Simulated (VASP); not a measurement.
Input of a VASP 6.6.1 run:

INCAR

```
ALGO = Fast
EDIFF = 1E-7
EDIFFG = -0.005
ENCUT = 600
IBRION = 2
ISIF = 3
ISMEAR = 0
LASPH = True
LCHARG = False
LREAL = False
LWAVE = False
NELM = 60
NSW = 90
PREC = Accurate
SIGMA = 0.1
```

The input KPOINTS:

```
k-points
0
Gamma
  18 18 8
```

POSCAR

```
Cd
1.0
    2.9584748200      0.0000000000      0.0000000000
   -1.4792374100      2.5621143500      0.0000000000
    0.0000000000      0.0000000000      5.8859279300
Cd
2
Direct
    0.3333333300      0.6666666700      0.2500000000
    0.6666666700      0.3333333300      0.7500000000
```

Potentials or basis: VASP PAW LDA potentials, release 64 (Cd).

Command:

```console
$ cat potpaw_LDA.64/Cd/POTCAR > POTCAR
$ mpirun -np 1 vasp_std > vasp.out
```

Task: Estimate the relaxed cell.

Result: a = 2.906 Å, b = 2.906 Å, c = 5.538 Å, α = 90.00°, β = 90.00°, γ = 120.00°.

Task: Predict the relaxed volume.

Result: 20.26 Å³/atom.

Task: Estimate the band gap on the k mesh.

Result: None (metal or under the smearing width).

Task: Estimate the space group after relaxing (to 0.05 Å).

Result: P6_3/mmc (No. 194).

Final structure:
```xyz
2
Lattice="2.9062 0.0000 0.0000 -1.4531 2.5168 0.0000 0.0000 0.0000 5.5385" Properties=species:S:1:pos:R:3 pbc="T T T"
Cd    0.0000    1.6779    1.3846
Cd    1.4531    0.8389    4.1539
```
